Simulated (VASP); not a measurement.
```yaml
crystal:
  lattice:
    - [3.77244, 0.00000, 0.00000]
    - [0.00000, 3.77244, 0.00000]
    - [0.00000, 0.00000, 3.77244]
  atoms:
    - { symbol: Cd, position: [0.00000, 0.00000, 0.00000] }
    - { symbol: Te, position: [0.50000, 0.50000, 0.50000] }
```

Computed with PBE GGA, VASP's PBE PAW potentials (set 64) (plane waves; VASP). Run with 400 eV cut-off, 11×11×11 Γ-centred mesh, tetrahedra with Blöchl corrections, potentials Cd Te.

Unless said otherwise, spin-orbit coupling is left out, though it shifts the bands of the heavy elements here.

### Question
Predict the energy per atom (σ→0), band gap (on the k-mesh) with the smallest direct gap where there is one.

### Answer

| Quantity | Result |
|---|---|
| band gap (on the k-mesh) | none (metal, semimetal or under 0.01 eV) |
| energy per atom (σ→0) | -1.868 eV/atom |

Total energies compare only between runs with the same potentials, cut-off and functional.

The structure was generated: CdTe was put into the CsCl type type (Pm-3m), which need not be its known phase. It was relaxed first, which changed the volume by +9 %.
